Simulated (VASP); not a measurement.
An input for Quantum ESPRESSO's pw.x (written as the equivalent of a VASP run, and not itself run):

```
&CONTROL
  calculation = 'scf'
  pseudo_dir = './pseudo'
  outdir = './out'
  tprnfor = .true.
  tstress = .true.
/
&SYSTEM
  ibrav = 0
  nat = 2
  ntyp = 2
  ecutwfc = 92
  occupations = 'smearing'
  smearing = 'gaussian'
  degauss = 0.003675
  input_dft = 'pbe'
/
&ELECTRONS
  conv_thr = 7.3e-08
  electron_maxstep = 100
/
ATOMIC_SPECIES
  Cu 63.546 Cu.upf
  I 126.904 I.upf
CELL_PARAMETERS angstrom
     0.0000000    3.0349511    3.0349511
     3.0349511   -0.0000000    3.0349511
     3.0349511    3.0349511    0.0000000
ATOMIC_POSITIONS crystal
  Cu   0.2500000  0.2500000  0.2500000
  I    1.0000000  0.0000000  0.0000000
K_POINTS automatic
  7 7 7 0 0 0
```

Task: Translate this input to VASP (INCAR, KPOINTS, POSCAR, choice of POTCAR).

Result: This is not unique; one that fits is 
File POSCAR:
```
CuI
1
    0.0000000000     3.0349511323     3.0349511323
    3.0349511323    -0.0000000000     3.0349511323
    3.0349511323     3.0349511323     0.0000000000
Cu I
1 1
Direct
  0.2500000000   0.2500000000   0.2500000000
  1.0000000000   0.0000000000   0.0000000000
```

### KPOINTS
```
kpoints
0
Gamma
  7 7 7
0 0 0
```

INCAR:
```
# general
SYSTEM  = CuI
PREC    = Accurate
ENCUT   = 400
LREAL   = .False.   # projection in real space or not
LASPH   = .True.   # aspherical one-centre terms

# electronic loop
EDIFF   = 1E-6   # SCF stop (eV)
NELM    = 100   # most electronic steps
ALGO    = Normal   # blocked Davidson
LMAXMIX = 4

# smearing
ISMEAR  = 0   # Gaussian
SIGMA   = 0.05   # width (eV)

# functional
GGA     = PE   # PBE

# output
LWAVE   = .False.
LCHARG  = .True.
```

POTCAR, in this order: Cu I (PBE.64 set). Program: vasp_std.

Limits of the translation: the potentials are each code's own (VASP's PAW set, PseudoDojo norm-conserving files in pw.x), so ENCUT and ecutwfc are chosen apart and not converted; conv_thr bounds pw.x's estimated SCF error, while EDIFF bounds the energy change between steps.

The structure comes from a measured CuI entry (F-43m) of the Crystallography Open Database, whose conditions weren't checked. It was relaxed first.
